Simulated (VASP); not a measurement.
Data:

```
CELL_PARAMETERS angstrom
      1.27521    -2.20874     0.00000
      1.27521     2.20874     0.00000
      0.00000     0.00000     4.21845
ATOMIC_POSITIONS crystal
  B  0.66667 0.33333 0.50033
  B  0.33333 0.66667 0.00033
  N  0.66667 0.33333 0.87467
  N  0.33333 0.66667 0.37467
```

All values below come from revTPSS meta-GGA, VASP's PBE PAW potentials (set 64) (plane waves; VASP). Run with 520 eV cut-off, 11×11×6 Γ-centred mesh, tetrahedra with Blöchl corrections, potentials B N.

The cores are frozen, which limits the accuracy of field gradients.

Q: Give the principal components of the electric field gradient (V/Å²) and the asymmetry η at each nucleus.

A: 
```csv
atom,Vxx,Vyy,Vzz,η
B1,-0.4,-0.4,0.8,0.00
B2,-0.4,-0.4,0.8,0.00
N3,-2.5,-2.5,5.0,0.00
N4,-2.5,-2.5,5.0,0.00
```

The compound is BN in the wurtzite structure, a metastable high-pressure form. It was relaxed first.
